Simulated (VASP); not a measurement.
Data:

```
CELL_PARAMETERS angstrom
      0.00000     2.97505     2.97505
      2.97505     0.00000     2.97505
      2.97505     2.97505     0.00000
ATOMIC_POSITIONS crystal
  In 0.00000 0.00000 0.00000
  P  0.25000 0.25000 0.25000
```

These are PBE GGA with D3 dispersion (Becke-Johnson damping), VASP's PBE PAW potentials (set 64) (plane waves; VASP) values and carry that method's errors. Numerical set-up: 520 eV cut-off, 8×8×8 Γ-centred mesh, Gaussian smearing of 0.050 eV, potentials In_d P.

**Question.** Give the stress tensor in GPa (positive for a compressed cell).

**Answer.** 
```
-1.79   0.00   0.00
 0.00  -1.79   0.00
 0.00   0.00  -1.79
```
The pressure is its mean diagonal, -1.79 GPa.

The compound is InP in the zinc blende structure. This cell is one point of a volume scan, at 1.03 of the reference volume.
